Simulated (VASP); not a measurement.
RuF2:

```
CELL_PARAMETERS angstrom
0.00000 2.40874 2.40874
2.40874 0.00000 2.40874
2.40874 2.40874 0.00000
ATOMIC_POSITIONS crystal
Ru 0.00000 0.00000 0.00000
F 0.25000 0.25000 0.25000
F 0.75000 0.75000 0.75000
```

The cell comes from a database or a generator and needn't be the stable form of this composition.

Base run:

| Quantity | Value |
| --- | --- |
| Program | VASP 6.6.1 |
| Functional | PBE |
| Potentials or basis | VASP PAW PBE potentials, release 64 (Ru_pv, F) |
| Cutoff | 520 eV |
| k mesh | 7 × 7 × 7 |
| Occupations | gaussian, width 0.05 eV |
| Spin | no spin polarisation |
| Hubbard terms | Ru d U = 4 eV |

Its results: band gap on the k mesh none (metal or under the smearing width); pressure 64.7 GPa.

The run is repeated on the same cell with these changes: spin from no spin polarisation to collinear spin, random start; further incar settings from ALGO = Normal; EDIFF = 1e-06 to ALGO = Normal; EDIFF = 1e-07; NBANDS = 25. What comes out?

Band gap on the k mesh none (metal or under the smearing width); pressure 71.9 GPa; net moment -2.00 μB per cell; site moments Ru -1.88; F -0.03 μB.

Caveats: a pressure of tens of GPa on the cell as given is suspect, and the run, the potentials or the cell itself is likely at fault; U without spin polarisation on a metal has little footing (some runs).
